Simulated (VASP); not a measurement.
The system is BeCdO2.

```xyz
4
Lattice="-2.0342 2.3633 2.7109 2.0342 -2.3633 2.7109 2.0342 2.3633 -2.7109" Properties=species:S:1:pos:R:3 pbc="T T T"
Be    0.0000    0.0000    0.0000
Cd    0.0000    2.3633    0.0000
O     0.0000    0.0000    2.7109
O     2.0342    0.0000    0.0000
```

The cell was built by a generator and needn't be a form met in nature.

| Item | Value |
| --- | --- |
| Program | VASP 6.6.1 |
| Task | relaxation of cell and atoms |
| Functional | PBE |
| Potentials or basis | VASP PAW PBE potentials, release 64 (Be, Cd, O) |
| Cutoff | 520 eV |
| k mesh | 5 × 5 × 5 |
| Occupations | gaussian, width 0.15 eV |
| Spin | no spin polarisation |

At the start: pressure -1.6 GPa; volume 13.03 Å³/atom.

Question: Where does the relaxation end?

Answer: Over 14 steps the energy falls by 725.5 meV/atom and the volume is 13.01 Å³/atom (-0.2 %); space group Immm (No. 71, to 0.05 Å).

The path:
```
step  energy change (eV)  largest force (eV/Å)  pressure (GPa)  volume (Å³)
   1              0.0000                0.0000           -1.63        52.13
   2             -1.9596                0.0000            9.07        50.36
   3             -1.9896                0.0000           14.71        49.89
   4             -2.5743                0.0000           -5.75        57.83
   5             -2.5820                0.0000           -3.43        56.70
   6             -2.7122                0.0000           -2.10        54.84
   7             -2.8287                0.0000            2.90        51.95
   8             -2.8269                0.0000            6.23        50.97
   9             -2.8663                0.0000            4.63        50.98
  10             -2.8817                0.0000            3.98        50.96
  11             -2.8999                0.0000            0.93        51.66
  12             -2.9020                0.0000            0.34        51.93
  13             -2.8988                0.0000           -1.83        52.47
  14             -2.9021                0.0000           -0.25        52.03
```

Final structure:
```
Be Cd O
1.0
    -2.03786    3.06276    2.08411
     2.03786   -3.06276    2.08411
     2.03786    3.06276   -2.08411
Be Cd O
1 1 2
Direct
  0.00000 0.00000 0.00000
  0.50000 0.00000 0.50000
  0.50000 0.50000 0.00000
  0.00000 0.50000 0.50000
```

Caveat: the k mesh is coarse (spacing up to 0.41 Å⁻¹), so the values aren't converged.
